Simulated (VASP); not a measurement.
Here is the system:

```yaml
crystal:
  lattice:
    - [-1.67793, 1.67793, 1.67793]
    - [1.67793, -1.67793, 1.67793]
    - [1.67793, 1.67793, -1.67793]
  atoms:
    - { symbol: Ta, position: [0.00000, 0.00000, 0.00000] }
```

All values below come from PBE GGA, VASP's PBE PAW potentials (set 64) (plane waves; VASP). Run with 300 eV cut-off, 18×18×18 Γ-centred mesh, Fermi-Dirac smearing of 0.14 eV, potentials Ta_pv.

At this cut-off the stress carries a Pulay error, which pulls relaxed volumes low.

Question: Give the stress tensor in GPa (positive for a compressed cell).

Answer: 
```
-6.16   0.00   0.00
 0.00  -6.16   0.00
 0.00   0.00  -6.16
```
The pressure is its mean diagonal, -6.16 GPa.

The structure comes from a computed database's Ta entry; how it stands against other phases isn't given here. The cell was not relaxed at this level.
